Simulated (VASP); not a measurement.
Set up this calculation in VASP 6.6.1, as the native input.

| Property | Result |
| --- | --- |
| Task | relaxation of cell and atoms |
| Functional | PBE |
| Potentials or basis | VASP PAW PBE potentials, release 64 (Sc_sv, In_d, Sb) |
| Cutoff | 520 eV |
| k mesh | 4 × 4 × 3 |
| Occupations | gaussian, width 0.15 eV |
| Spin | no spin polarisation |
| Further INCAR settings | PREC = Normal; ALGO = Fast; EDIFF = 0.0001; IBRION = 2; EDIFFG = -0.08; NSW = 24; ISIF = 3 |

The structure of Sc2InSb3 lies in POSCAR:

```
Sc2InSb3
1.0
    4.9273754000      0.0000000000      0.0000000000
    0.0000000000      4.9273754000      0.0000000000
    0.0000000000      0.0000000000      6.8525747000
Sc In Sb
2 1 3
Direct
    0.5000000000      0.0000000000      0.5000000000
    0.0000000000      0.5000000000      0.5000000000
    0.5000000000      0.5000000000      0.0000000000
    0.5000000000      0.0000000000      0.0000000000
    0.0000000000      0.5000000000      0.0000000000
    0.0000000000      0.0000000000      0.5000000000
```

The cell was built by a generator and needn't be a form met in nature.

These files were run (other wordings do the same):

INCAR

```
PREC = Normal ; ENCUT = 520
EDIFF = 1E-4 ; ISMEAR = 0
SIGMA = 0.15 ; LREAL = F
LASPH = T ; NELM = 60
ALGO = Fast ; ISIF = 3
LWAVE = F ; LCHARG = F
GGA = PE ; IBRION = 2
NSW = 24 ; EDIFFG = -0.08
```

KPOINTS

```
Automatic mesh
0
Gamma
  4 4 3
```

Potentials or basis: VASP PAW PBE potentials, release 64 (Sc_sv, In_d, Sb).

The run is started by

```console
$ cat potpaw_PBE.64/Sc_sv/POTCAR potpaw_PBE.64/In_d/POTCAR potpaw_PBE.64/Sb/POTCAR > POTCAR
$ mpirun -np 1 vasp_std > vasp.out
```

It gave:

```json
{
 "Relaxed volume": "31.79 Å³/atom",
 "Relaxed cell": "a = 5.860 Å, b = 5.860 Å, c = 5.554 Å, α = 90.00°, β = 90.00°, γ = 90.00°",
 "Space group after relaxing (to 0.05 Å)": "P4/mmm (No. 123)",
 "Energy gained by relaxing": "1101.0 meV/atom",
 "Ionic steps": "19",
 "Pressure after relaxing": "0.0 GPa",
 "Band gap on the k mesh": "none (metal or under the smearing width)"
}
```

Run time: 16 min on 1 thread of Intel(R) Xeon(R) Platinum 8488C (Sapphire Rapids), with other jobs on the host, peak memory 0.24 GiB.
